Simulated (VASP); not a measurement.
An input for Quantum ESPRESSO's pw.x (written as the equivalent of a VASP run, and not itself run):

```
&CONTROL
  calculation = 'scf'
  pseudo_dir = './pseudo'
  outdir = './out'
  tprnfor = .true.
  tstress = .true.
/
&SYSTEM
  ibrav = 0
  nat = 3
  ntyp = 2
  ecutwfc = 72
  occupations = 'smearing'
  smearing = 'fermi-dirac'
  degauss = 0.00735
  input_dft = 'pbe'
/
&ELECTRONS
  conv_thr = 7.3e-08
  electron_maxstep = 100
/
ATOMIC_SPECIES
  Sn 118.710 Sn.upf
  S 32.060 S.upf
CELL_PARAMETERS angstrom
     3.5240270    0.0000000    0.0000000
    -1.7620140    3.0518960    0.0000000
     0.0000000    0.0000000   16.9362990
ATOMIC_POSITIONS crystal
  Sn   0.0000000  0.0000000  0.5000000
  S    0.3333330  0.6666670  0.5866870
  S    0.6666670  0.3333330  0.4133130
K_POINTS automatic
  9 9 1 0 0 0
```

### Question
Translate this input to VASP (INCAR, KPOINTS, POSCAR, choice of POTCAR).

### Answer
This is not unique; one that fits is 
### POSCAR
```
SnS2
1
    3.5240270000     0.0000000000     0.0000000000
   -1.7620140000     3.0518960000     0.0000000000
    0.0000000000     0.0000000000    16.9362990000
Sn S
1 2
Direct
  0.0000000000   0.0000000000   0.5000000000
  0.3333330000   0.6666670000   0.5866870000
  0.6666670000   0.3333330000   0.4133130000
```

**KPOINTS**
```
Automatic mesh
0
Gamma
9 9 1
0 0 0
```

INCAR:
```
# general
SYSTEM  = SnS2
PREC    = Accurate
ENCUT   = 300
LREAL   = .FALSE.   # projection in real space or not
LASPH   = .TRUE.   # aspherical one-centre terms

# electronic loop
EDIFF   = 1E-6   # SCF stop (eV)
NELM    = 100   # most electronic steps
ALGO    = Normal
LMAXMIX = 4   # l cut-off of mixed one-centre charges

# smearing
ISMEAR  = -1   # Fermi-Dirac
SIGMA   = 0.1   # width (eV)

# functional
GGA     = PE   # PBE

# ions
ISIF    = 2   # forces and stress, cell fixed

# output
LWAVE   = .FALSE.
LCHARG  = .FALSE.
```

POTCAR, in this order: Sn_d S (PBE.64 set). Program: vasp_std.

Limits of the translation: the potentials are each code's own (VASP's PAW set, PseudoDojo norm-conserving files in pw.x), so ENCUT and ecutwfc are chosen apart and not converted; conv_thr bounds pw.x's estimated SCF error, while EDIFF bounds the energy change between steps.

The cell is a sheet with vacuum, built from a generated structure.
